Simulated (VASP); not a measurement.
Given:

```yaml
crystal:
  lattice:
    - [2.98900, 0.00000, 0.00000]
    - [-1.49450, 2.58855, 0.00000]
    - [0.00000, 0.00000, 8.71286]
  atoms:
    - { symbol: Mo, position: [0.33333, 0.66667, 0.04308] }
    - { symbol: Mo, position: [0.66667, 0.33333, 0.54308] }
    - { symbol: As, position: [0.33333, 0.66667, 0.33192] }
    - { symbol: As, position: [0.66667, 0.33333, 0.83192] }
```

Computed with PBEsol GGA, VASP's PBE PAW potentials (set 64) (plane waves; VASP 6.6.1). Run with 400 eV cut-off, Gaussian smearing of 0.050 eV, potentials Mo_sv As.

**Question.** Give the energies of bands 11 to 22 at the high-symmetry points, in eV from the Fermi level.

**Answer.** 
```json
[
 {"band": "11", "Γ": "-6.47", "M": "-6.35", "K": "-5.12", "A": "-5.55", "L": "-6.00", "H": "-4.81"},
 {"band": "12", "Γ": "-4.65", "M": "-5.88", "K": "-4.52", "A": "-5.55", "L": "-6.00", "H": "-4.81"},
 {"band": "13", "Γ": "-2.42", "M": "-3.70", "K": "-4.52", "A": "-2.25", "L": "-3.76", "H": "-4.35"},
 {"band": "14", "Γ": "-1.94", "M": "-3.49", "K": "-4.41", "A": "-2.25", "L": "-3.76", "H": "-4.35"},
 {"band": "15", "Γ": "-0.64", "M": "-2.64", "K": "-2.59", "A": "-0.60", "L": "-2.32", "H": "-2.77"},
 {"band": "16", "Γ": "-0.64", "M": "-1.25", "K": "-2.59", "A": "-0.60", "L": "-2.32", "H": "-2.77"},
 {"band": "17", "Γ": "-0.57", "M": "-1.11", "K": "-1.16", "A": "-0.60", "L": "-0.69", "H": "-1.00"},
 {"band": "18", "Γ": "-0.57", "M": "-0.58", "K": "-0.92", "A": "-0.60", "L": "-0.69", "H": "-1.00"},
 {"band": "19", "Γ": "0.90", "M": "-0.06", "K": "-0.35", "A": "1.10", "L": "0.80", "H": "-0.67"},
 {"band": "20", "Γ": "0.90", "M": "0.49", "K": "-0.35", "A": "1.10", "L": "0.80", "H": "-0.67"},
 {"band": "21", "Γ": "1.34", "M": "2.85", "K": "0.67", "A": "1.10", "L": "3.20", "H": "1.60"},
 {"band": "22", "Γ": "1.34", "M": "3.36", "K": "2.17", "A": "1.10", "L": "3.21", "H": "1.60"}
]
```

It has no gap at this level: it comes out as a metal or semimetal.

The structure was generated: MoAs was put into the wurtzite type (P6_3mc), which need not be its known phase. It was relaxed first, which changed the volume by -46 %.
